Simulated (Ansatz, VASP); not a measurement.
**Cross-check of Te between VASP and Ansatz**

One calculation is typed for both programs; each brings its own data sets and cutoff. How far apart do they land? The cell is taken from a series of VASP runs on this material, whose earlier steps may have relaxed, scaled or displaced it; both programs get it as it stands.

Method: plane waves, with VASP 6.6.1 beside it; relaxation of cell and atoms at LDA, in Ansatz 0.2.0.

### Step 1. The starting structure

It takes space group P3_121 (No. 152, trigonal). Conventional cell: a = 4.277 Å, b = 4.277 Å, c = 5.932 Å, α = 90.00°, β = 90.00°, γ = 120.00°. Te has 2 Te at 2.91 Å nearest.

### Step 2. Ansatz: relaxation of cell and atoms, LDA

Ansatz runs on its default PAW (the set named soft_2) files.

The relaxed volume is the usual yardstick between codes: its relative difference is about their pressure difference at one cell divided by the bulk modulus.

Contents of input.yaml:

```yaml
crystal:
  lattice:
    - [4.276920273, 0.0, 0.0]
    - [-2.1384601365, 3.7039216064, 0.0]
    - [0.0, 0.0, 5.9322218121]
  atoms:
    - { symbol: Te, position: [0.2874255319, 0.2874255319, 0.0] }
    - { symbol: Te, position: [1.0, 0.7125744681, 0.6666666667] }
    - { symbol: Te, position: [0.7125744681, 0.0, 0.3333333333] }
hamiltonian:
  xc: lda
  pseudopotentials: { kind: paw }
kpoints:
  mp_grid: { grid: [8, 8, 6] }
scf:
  occupations: { method: gaussian, width: 0.03 }
relax:
  f_tol: 0.01
  max_steps: 60
  cell: { stress_tol: 0.05 }
output:
  forces: true
  stress: true
  write_density: true
  write_potential: true
  elf: true
  volumetric_format: npy
```

Launch:

```sh
> ansatz run input.yaml --threads 4 --pin off --max-ram 9216MiB --backend cpu --events-out ev --progress --plain --runs-dir out
```

Numbers of over 12 decimals in the logs are rounded to 6 here.

The program printed:

```text
Engine: ansatz 0.2.0, aarch64-unknown-linux-gnu
Pseudopotentials: kind: paw
Pseudopotential: Te, paw, valence charge 16, recommended cutoff 420 eV (normal), Te.paw.azcp
Functional definition: SPW92
  exchange = slater_x
  correlation = pw_c
Crystal: 3 atoms, lattice volume = 93.975 Å³
Basis set: ecut = 420 eV, 1837 PW (Γ)
Bands: 29, of which v1, the nominal top of the filled ones, is band 24 counted from 1 (23 counted from 0)
Symmetry: 6 space group operations
Space group: P3121 (ITA 152), of the structure as read, at distance tolerance 4.5e-5 Å
k-points: 50 of 384 (time reversal used)
Non-local potential: Te, projectors of the file, l = 0: 2, l = 1: 2, l = 2: 2, l = 3: 2
PAW form: soft (Blöchl's): semilocal exchange-correlation on the pseudo side does not see the compensation charge
PAW frozen core: Te, regenerated for the run's functional, and the local potential with it (the file was generated under x = pbe(κ = 0.804, μ = 0.219515), c = pbe(β = 0.066725))
PAW one-centre angular grid: Te, 590 points (default); XC on 64 Gauss nodes
Initial density: superposition of atomic densities (neutral atoms: chi_scale 0, normalization atom), corrected by the library's trained network
Initial wavefunctions: pseudopotential atomic-orbital guess
Functional: x = slater, c = lda
SCF iter   1: F=—  HF=-20481.600989 eV  |F-HF|=—  |Δ(HF+E_count)|=         —  Δρ=4.66e-3  dr2=8.49e-3  ethr=1.77e-3  ⟨swp⟩=7.5  Hψ=6729  notcnv=0
preconditioner: auto → Resta (q_TF=auto, 2.439 Å⁻¹)  ε∞=4.4  [insulator: Δε(μ)=0.292 eV  Ē_g=8.793 eV  σ=0.030 eV  W_gap=1.00  n_scr=22 (ndim 8)  ℏωp=16.3 eV  f_vac=0.012  D(μ)=0.00/eV (n_scr^D=0)  ε∞_Penn≈4.4]
SCF iter   2: F=—  HF=-20481.594941 eV  |F-HF|=—  |Δ(HF+E_count)|=   6.05e-3  Δρ=2.50e-3  dr2=2.66e-3  ethr=1.77e-5  ⟨swp⟩=2.0  Hψ=2358  notcnv=0  defer=21
SCF iter   3: F=—  HF=-20481.593869 eV  |F-HF|=—  |Δ(HF+E_count)|=   1.07e-3  Δρ=3.05e-4  dr2=1.05e-4  ethr=5.54e-6  ⟨swp⟩=2.2  Hψ=2541  notcnv=0  defer=21
SCF iter   4: F=—  HF=-20481.593812 eV  |F-HF|=—  |Δ(HF+E_count)|=   5.68e-5  Δρ=7.87e-5  dr2=3.96e-6  ethr=2.19e-7  ⟨swp⟩=2.0  Hψ=2601  notcnv=0  defer=21
SCF iter   5: F=—  HF=-20481.593808 eV  |F-HF|=—  |Δ(HF+E_count)|=   3.91e-6  Δρ=1.64e-5  dr2=2.54e-7  ethr=8.26e-9  ⟨swp⟩=2.0  Hψ=2599  notcnv=0  defer=21
SCF iter   6: F=-20481.593808 eV  HF=-20481.593808 eV  |F-HF|=6.00e-9  |Δ(HF+E_count)|=   1.17e-7  Δρ=3.80e-6  dr2=1.34e-8  ethr=2.08e-10  ⟨swp⟩=9.0  Hψ=8811  notcnv=0
SCF 1 converged in 6 iterations: F = -20481.593808 eV  dr2 = 1.34e-8
  greatest PAW one-centre occupation: 0.999 electrons in one spin orbital (limit 2), on the Te atom at site 0 (counted from 0), in its partial waves of l = 2
relax step   1: F+E_penalty+E_count = -20481.59380837 eV  Δ(F+E_penalty+E_count) = +0.000e0 eV  max|allowed force component| = 2.299e-2 eV/Å  Δτ_max = 0.0000 Å  P = -0.123 GPa  Ω = 93.975 Å³  (6 SCF iters, dr2 threshold 1.00e-7 eV, accepted)
[...]
relax step   2: F+E_penalty+E_count = -20481.59398543 eV  Δ(F+E_penalty+E_count) = -1.771e-4 eV  max|allowed force component| = 3.901e-3 eV/Å  Δτ_max = 0.0036 Å  P = +0.138 GPa  Ω = 93.687 Å³  energy of the carried Pulay correction = +7.347e-5 eV  (6 SCF iters, dr2 threshold 8.31e-8 eV, accepted)
[...]
relax step   3: F+E_penalty+E_count = -20481.59402884 eV  Δ(F+E_penalty+E_count) = -4.341e-5 eV  max|allowed force component| = 3.699e-3 eV/Å  Δτ_max = 0.0002 Å  P = +0.023 GPa  Ω = 93.861 Å³  energy of the carried Pulay correction = +2.906e-5 eV  (6 SCF iters, accepted)
[...]
relax step   4: F+E_penalty+E_count = -20481.59400215 eV  Δ(F+E_penalty+E_count) = +2.669e-5 eV  max|allowed force component| = 3.694e-3 eV/Å  Δτ_max = 0.0000 Å  P = +0.023 GPa  Ω = 93.861 Å³  stress off target by 2.59e-2 GPa  SCF on the basis re-selected at this cell (its energy is not comparable with the rows above)  (8 SCF iters)
basis re-selected at this cell: Δ(F+E_penalty+E_count) = +2.669e-5 eV, ΔP = +0.000 GPa vs the last step (what re-selecting the basis moved, of the pressure what is left beyond the Pulay correction that the steps carried, after the strain that the cell walked since its last selection, with what the two solves' SCF thresholds leave and, on support functions, any second-order correction that the steps lacked; it is no m [...]
SCF converged after 8 iterations
Free energy (F): -20481.594002 eV
Harris-Foulkes:  -20481.594002 eV  (|F-HF|=3.64e-12)
Internal energy: -20481.594002 eV  (E = F + TS)
E sigma→0 (E₀):  -20481.594002 eV
Fermi energy:    9.819834 eV
--- Per-component energies (eV) ---
  E_band       = -756.421500
  E_kinetic    = 545.719884
  E_local      = -3576.287623  (includes V_loc(G=0)·N_el)
  E_nonlocal   = -914.810614
  E_hartree    = 2324.997020
  E_xc         = -372.298166
  E_vxc        = -315.401505  (∫ρ·V_xc dr)
  E_paw        = -13528.832014  (= ΣΔE_a)
  E_vpaw       = -1145.635105  (= ΣTr[D̂ρ^β])
  E_aug_tail   = -0.000583  (compensation charges beyond the density's cutoff)
  E_ewald      = -4962.117890
  E_core_change = 2.035984  (= ΣΔE_core)
  E_smearing   = -0.000000  (= −TS)
  E_closure    = 0.000000  (closes the sum)
  Σ components = -20481.594002   (vs F -20481.594002, Δ=0.00e0)
--- Forces (eV/Å), atoms counted from 1 ---
  atom   1  Te    -0.00184710    -0.00319927     0.00000000
  atom   2  Te    -0.00184710     0.00319927    -0.00000000
  atom   3  Te     0.00369420     0.00000000     0.00000000
  max |Σ_I F_I| component: 8.10e-18 eV/Å
--- Stress (GPa, compression-positive) ---
        0.025887       0.000000       0.000000
        0.000000       0.025887      -0.000000
        0.000000      -0.000000       0.018503
  P = ⅓ Tr σ = 0.0234 GPa (0.234 kbar)
--- Band table (eV; the first three rows and the last of 50) ---
  k-point 0: bands = [... 20 lower, 7.1507, 7.9396, 7.9396, 8.5586, 10.7667, 10.7667, 11.4521, 14.6070, ... 1 higher]
  k-point 1: bands = [... 20 lower, 7.2672, 8.0604, 8.2379, 8.6133, 10.5270, 10.5678, 11.1565, 13.9967, ... 1 higher]
  k-point 2: bands = [... 20 lower, 7.1785, 8.3339, 8.7006, 8.7690, 10.1042, 10.1733, 10.5426, 13.5556, ... 1 higher]
  k-point 49: bands = [... 20 lower, 4.5199, 8.6964, 9.0784, 9.6708, 10.1436, 10.7605, 11.0496, 15.1924, ... 1 higher]
--- Relaxed structure (3 steps of the walk, 3 accepted, 1 SCFs on fresh bases) ---
  F+E_penalty+E_count = -20481.59400215 eV   max|allowed force component| = 3.694e-3 eV/Å   (the final SCF, on the basis selected at the relaxed cell)
  cell:  # Å, volume = 93.8608 Å³
    - [4.276641, 0, 3.625770247631153e-19]
    - [-2.138321, 3.703680, -1.81288512381561e-19]
    - [5.029056418092071e-19, 0.0, 5.925814]
  atoms:
    - { symbol: Te, position: [0.286632, 0.286632, 0] }
    - { symbol: Te, position: [1.0, 0.713368, 0.666667] }
    - { symbol: Te, position: [0.713368, 0, 0.333333] }
```

Wall time 11 s (4 threads of Arm Neoverse V2, shared host); peak memory 0.42 GiB; 43 s of CPU time.

### Step 3. VASP: relaxation of cell and atoms, LDA

The same cell, functional (in two slightly different forms), mesh and smearing now go to VASP, with its own data sets and cutoff.

Lines of VASP's logs that name or quote its potential files are left out, and so is its time.

Contents of INCAR:

```
SYSTEM = Te
PREC = Accurate
ENCUT = 520
EDIFF = 1E-07
NELM = 100
ISMEAR = 0
SIGMA = 0.03
LREAL = .FALSE.
ALGO = Normal
GGA = CA
NBANDS = 15
LORBIT = 11
LWAVE = .FALSE.
LCHARG = .FALSE.
KPAR = 4
IBRION = 2
NSW = 50
ISIF = 3
EDIFFG = -0.005
LASPH = .TRUE.
```

Contents of POSCAR:

```
Te
1.0
    4.2769202730      0.0000000000      0.0000000000
   -2.1384601365      3.7039216064      0.0000000000
    0.0000000000      0.0000000000      5.9322218121
Te
3
Direct
    0.2874255319      0.2874255319      0.0000000000
    1.0000000000      0.7125744681      0.6666666667
    0.7125744681      0.0000000000      0.3333333333
```

Contents of KPOINTS:

```
Automatic mesh
0
Gamma
8 8 6
0 0 0
```

The projector-augmented-wave data sets are Te (LDA family, release 64).

Launch:

```sh
> mpirun -np 4 vasp_std
```

The program printed:

```text
[banner, memory and clock lines left out]
running    4 mpi-ranks, on    1 nodes
 distrk:  each k-point on    1 cores,    4 groups
 distr:  one band on    1 cores,    1 groups

 POSCAR found type information on POSCAR Te
 POSCAR found :  1 types and       3 ions
 LDA part: xc-table for (Slater(with rela. corr.)+CA(PZ))
 , standard interpolation
 POSCAR, INCAR and KPOINTS ok, starting setup
 FFT: planning ... GRIDC
 FFT: planning ... GRID_SOFT
 FFT: planning ... GRID
 WAVECAR not read
 entering main loop
       N       E                     dE             d eps       ncg     rms          rms(c)
DAV:   1     0.733466934857E+02    0.73347E+02   -0.65652E+03  1500   0.967E+02
DAV:   2    -0.654933809923E+01   -0.79896E+02   -0.75900E+02  2048   0.141E+02
DAV:   3    -0.113616322892E+02   -0.48123E+01   -0.47898E+01  1808   0.400E+01
DAV:   4    -0.114448622770E+02   -0.83230E-01   -0.83216E-01  2213   0.617E+00
DAV:   5    -0.114457414324E+02   -0.87916E-03   -0.87915E-03  1957   0.545E-01    0.135E+01
DAV:   6    -0.114217877087E+02    0.23954E-01   -0.12147E-02  1934   0.645E-01    0.838E+00
DAV:   7    -0.114126231627E+02    0.91645E-02   -0.25431E-02  1745   0.901E-01    0.254E-01
DAV:   8    -0.114121947843E+02    0.42838E-03   -0.40166E-03  1731   0.370E-01    0.131E-01
DAV:   9    -0.114122055464E+02   -0.10762E-04   -0.11534E-04  2083   0.754E-02    0.708E-02
DAV:  10    -0.114122009047E+02    0.46417E-05   -0.12490E-05  1829   0.217E-02    0.800E-03
DAV:  11    -0.114122005635E+02    0.34122E-06   -0.18847E-06  1962   0.857E-03    0.319E-03
DAV:  12    -0.114122005655E+02   -0.20195E-08   -0.30458E-07  1689   0.312E-03
   1 F= -.11412201E+02 E0= -.11412201E+02  d E =-.114122E+02
 curvature:   0.00 expect dE= 0.000E+00 dE for cont linesearch  0.000E+00
 trial: gam= 0.00000 g(F)=  0.184E-06 g(S)=  0.316E-06 ort = 0.000E+00 (trialstep = 0.100E+01)
 search vector abs. value=  0.500E-06
 reached required accuracy - stopping structural energy minimisation
```

OUTCAR, selected parts (step 3):

```text
ion  position               nearest neighbor table
   1  0.287  0.287  0.000-   3 2.91   2 2.91   3 3.31   2 3.31   2 3.31   3 3.31
   2  0.000  0.713  0.667-   1 2.91   3 2.91   1 3.31   1 3.31   3 3.31   3 3.31
   3  0.713  0.000  0.333-   1 2.91   2 2.91   1 3.31   1 3.31   2 3.31   2 3.31

  LATTYP: Found a hexagonal cell.
 ALAT       =     4.2769202730
 C/A-ratio  =     1.3870311891

 Subroutine GETGRP returns: Found  6 space group operations
 (whereof  2 operations were pure point group operations)

The static configuration has the point symmetry C_2 .
 The point group associated with its full space group is D_3 .

 Found     50 irreducible k-points:

   k-points           NKPTS =     50   k-points in BZ     NKDIM =     50   number of bands    NBANDS=     15

   dimension x,y,z NGX =    32 NGY =   32 NGZ =   48
   dimension x,y,z NGXF=    64 NGYF=   64 NGZF=   96

   ENCUT  =  520.0 eV  38.22 Ry    6.18 a.u.   7.95  7.95 11.03*2*pi/ulx,y,z

   NELECT =      18.0000    total number of electrons

 k-points in reciprocal lattice and weights: Automatic mesh
   0.00000000  0.00000000  0.00000000       0.003
   0.12500000 -0.00000000  0.00000000       0.016
   0.25000000 -0.00000000  0.00000000       0.016
   0.37500000  0.00000000  0.00000000       0.016
   0.50000000 -0.00000000  0.00000000       0.008
   0.12500000  0.12500000  0.00000000       0.016
   0.25000000  0.12500000  0.00000000       0.031
   0.37500000  0.12500000  0.00000000       0.031
   0.25000000  0.25000000  0.00000000       0.016
[...]
0.25000000  0.25000000  0.50000000       0.016
   0.37500000  0.25000000  0.50000000       0.016

 average (electrostatic) potential at core
       1 -88.9458       2 -88.9458       3 -88.9458

 E-fermi :   6.9219

 k-point     1 :       0.0000    0.0000    0.0000
  band No.  band energies     occupation
    ...
      5       4.2756      2.00000
      6       4.2756      2.00000
      7       5.0417      2.00000
      8       5.0417      2.00000
      9       5.6507      2.00000
     10       7.8651      0.00000
     11       7.8651      0.00000
     12       8.5538      0.00000
     13      11.6392      0.00000
     14      11.6392      0.00000
    ...

 k-point     2 :       0.1250   -0.0000    0.0000
  band No.  band energies     occupation
    ...
      5       3.5531      2.00000
      6       3.8296      2.00000
      7       5.5729      2.00000
      8       5.7407      2.00000
      9       6.3529      2.00000
     10       7.3490      0.00000
     11       7.7098      0.00000
     12       8.2657      0.00000
     13      11.1472      0.00000
     14      11.6251      0.00000
    ...

 k-point     3 :       0.2500   -0.0000    0.0000
  band No.  band energies     occupation
    ...
      5       2.7136      2.00000
      6       3.2675      2.00000
      7       5.1839      2.00000
      8       6.0082      2.00000
      9       6.1313      2.00000
     10       7.4640      0.00000
     11       7.7741      0.00000
     12       8.7070      0.00000
     13      10.1323      0.00000
     14      12.1490      0.00000
    ...

  Total       -0.0016638     -0.0016638      0.0037547      0.0000000      0.0000000     -0.0000000
  in kB       -0.0283669     -0.0283669      0.0640142      0.0000000      0.0000000     -0.0000000
  external PRESSURE =       0.0024268 kB  Pullay stress =       0.0000000 kB

  energy-cutoff  :      520.00
  volume of cell :       93.97
      direct lattice vectors                 reciprocal lattice vectors
     4.276920273  0.000000000  0.000000000     0.233813103  0.134992058  0.000000000
    -2.138460136  3.703921606  0.000000000     0.000000000  0.269984116  0.000000000
     0.000000000  0.000000000  5.932221812     0.000000000  0.000000000  0.168570905

 POSITION                                       TOTAL-FORCE (eV/Angst)
 -----------------------------------------------------------------------------------
      0.61465      1.06460      0.00000        -0.000564     -0.000977      0.000000
     -1.52381      2.63932      3.95481        -0.000564      0.000977      0.000000
      3.04762      0.00000      1.97741         0.001128      0.000000      0.000000
 -----------------------------------------------------------------------------------
    total drift:                                0.000000      0.000000      0.000000

  FREE ENERGIE OF THE ION-ELECTRON SYSTEM (eV)
  ---------------------------------------------------
  free  energy   TOTEN  =       -11.4122005655 eV

  energy  without entropy=      -11.4122005655  energy(sigma->0) =      -11.41220057

 reached required accuracy - stopping structural energy minimisation

 total charge
# of ion       s       p       d       tot
------------------------------------------
    1        1.446   1.816   0.051   3.313
    2        1.446   1.816   0.051   3.313
    3        1.446   1.816   0.051   3.313
--------------------------------------------------
tot          4.337   5.447   0.154   9.938

[... 3 further parts left out ...]
```

CONTCAR:

```
Te
   1.00000000000000
     4.2769202730000000    0.0000000000000000    0.0000000000000000
    -2.1384601365000000    3.7039216063999998    0.0000000000000000
     0.0000000000000000    0.0000000000000000    5.9322218120999999
  Te
     3
Direct
     0.2874255318999985    0.2874255318999985    0.0000000000000000
     0.0000000000000000    0.7125744681000015    0.6666666667000030
     0.7125744681000015    0.0000000000000000    0.3333333332999970
```

The run keeps the 6 symmetry operations of its start, so it cannot find a distortion of lower symmetry.

### Step 4. Comparison

Known differences besides the potentials themselves: the two LDA forms differ slightly; both relaxations stop at a tolerance, which leaves soft axes loose, and VASP keeps its plane-wave basis; the data sets hold 48 valence electrons in Ansatz (default PAW (the set named soft_2) files) and 18 in VASP; the cutoff is 420 eV in Ansatz and 520 eV in VASP; VASP's log shows a relativistic correction to its local exchange, Ansatz's none; Ansatz adds a Pulay correction to the stress that steers its cell, VASP none. Total energies have different zeros and are not compared.

Compared:

| quantity | Ansatz | VASP | difference |
| --- | --- | --- | --- |
| volume (Å³) | 93.86 | 93.97 | -0.12 % |
| edge a after relaxation, in the typed setting (Å) | 4.277 | 4.277 | -0.01 % |
| edge c after relaxation, in the typed setting (Å) | 5.926 | 5.932 | -0.11 % |

The walks stopped with 0.02 GPa left in Ansatz and 0.00 GPa in VASP; each walk ends within a tolerance, so the volume difference is uncertain by about these residues over the bulk modulus, most in soft cells.

### Step 5. Results

| Quantity | Value |
| --- | --- |
| difference in volume (relaxation of cell and atoms, LDA) | -0.12 % |

**Reading.** The difference in volume is -0.12 % (relaxation of cell and atoms, LDA), within the 1.2 % picked in this series as the mark of a large difference, as far as the stopping tolerances let one tell. How closely two codes agree says nothing of how well the functional describes the real material.

[Lines on the potential files, build, host, timing and source positions are cut from VASP's logs without a mark.]

[Logs are printed without paths, hosts, clocks, repeated set-up lines and the standing remarks that a program may print on its own settings, such as how far it seeks lower states.]

[Hosts, paths, dates, database ids (printed as entryN), source tags and the programs' standing remarks are cut or masked in the printed files.]
